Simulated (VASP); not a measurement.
These are PBE GGA, VASP's PBE PAW potentials (set 64) (plane waves; VASP 6.6.1) values and carry that method's errors.

VASP input:

**INCAR**
```
ENCUT = 520
SYSTEM = SiC
LCHARG = F
GGA = PE   # PBE
PREC = Accurate
LWAVE = F
ISIF = 2
NELM = 100
LASPH = T
ALGO = Normal   # blocked Davidson
EDIFF = 1E-6   # SCF stop (eV)
LREAL = F   # projection in real space or not
SIGMA = 0.05
ISMEAR = 0   # Gaussian
```

File POSCAR:
```
SiC
1
    1.5708000000    -2.7207050000     0.0000000000
    1.5708000000     2.7207050000     0.0000000000
    0.0000000000     0.0000000000     5.1510000000
Si C
2 2
Direct
  0.6666670000   0.3333330000   0.5000000000
  0.3333330000   0.6666670000   0.0000000000
  0.6666670000   0.3333330000   0.8750000000
  0.3333330000   0.6666670000   0.3750000000
```

File KPOINTS:
```
Automatic mesh
0
Gamma
6 6 4
0 0 0
```

POTCAR, in this order: Si C (PBE.64 set). Program: vasp_std.

### Question
What does the run give for the energy per atom (σ→0), pressure, band gap (on the k-mesh)?

### Answer

```
Item                              Result
------------------------  --------------
energy per atom (σ→0)     -7.510 eV/atom
band gap (on the k-mesh)         2.35 eV
pressure                       -9.15 GPa
```

File OSZICAR:
```
...
DAV:   7    -0.300544947843E+02    0.59200E-01   -0.78300E-01   648   0.591E+00    0.233E+00
DAV:   8    -0.300399925583E+02    0.14502E-01   -0.41702E-02   564   0.156E+00    0.529E-01
DAV:   9    -0.300394699809E+02    0.52258E-03   -0.58705E-03   620   0.594E-01    0.132E-01
DAV:  10    -0.300397627069E+02   -0.29273E-03   -0.83391E-04   580   0.202E-01    0.559E-02
DAV:  11    -0.300397759921E+02   -0.13285E-04   -0.15954E-04   612   0.938E-02    0.123E-02
DAV:  12    -0.300397772447E+02   -0.12526E-05   -0.57595E-06   600   0.195E-02    0.334E-03
DAV:  13    -0.300397777879E+02   -0.54322E-06   -0.30463E-07   376   0.478E-03
   1 F= -.30039778E+02 E0= -.30039778E+02  d E =-.281367E-15
```

The compound is SiC in the wurtzite structure, the rare 2H polytype. The cell was not relaxed at this level.
